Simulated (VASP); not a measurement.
**RbNa2NiO2: equation of state with PBE**

The system is RbNa2NiO2.

```
CELL_PARAMETERS angstrom
-2.32361 2.32361 4.85528
2.32361 -2.32361 4.85528
2.32361 2.32361 -4.85528
ATOMIC_POSITIONS crystal
Rb 0.00000 0.00000 0.00000
Ni 0.50000 0.50000 0.00000
Na 0.75000 0.25000 0.50000
Na 0.25000 0.75000 0.50000
O 0.31712 0.31712 0.00000
O 0.68288 0.68288 0.00000
```

The cell comes from a database or a generator and needn't be the stable form of this composition.

```json
{
 "Program": "VASP 6.6.1",
 "Task": "equation of state",
 "Functional": "PBE",
 "Potentials or basis": "VASP PAW PBE potentials, release 64 (Rb_sv, Ni, Na_pv, O)",
 "Cutoff": "520 eV",
 "k mesh": "8 × 8 × 8",
 "Occupations": "fermi-dirac, width 0.05 eV",
 "Spin": "collinear spin, ferromagnetic start",
 "Starting moments": "[0.0, 1.0, 0.0, 0.0, 0.0, 0.0] μB",
 "Further INCAR settings": "ALGO = Normal; EDIFF = 1e-07; NBANDS = 36"
}
```

```json
{
  "Equilibrium volume": "17.62 Å³/atom",
  "Bulk modulus at fixed shape and positions": "51 GPa",
  "Pressure derivative of the bulk modulus": "4.4"
}
```

Energy against volume, from the lowest point:
```csv
volume (Å³/atom),energy (meV/atom)
16.428,14.61
16.777,6.95
17.127,2.17
17.476,0.00
17.826,0.16
18.175,2.41
```

All runs of the series together: 51 min on 1 thread of AMD EPYC 9R45 96-Core Processor (Zen 5), with other jobs on the host.

Caveat: the cell was scaled at fixed shape and fractional positions, which overstates the stiffness of a crystal with free parameters, most of all of layers and chains.
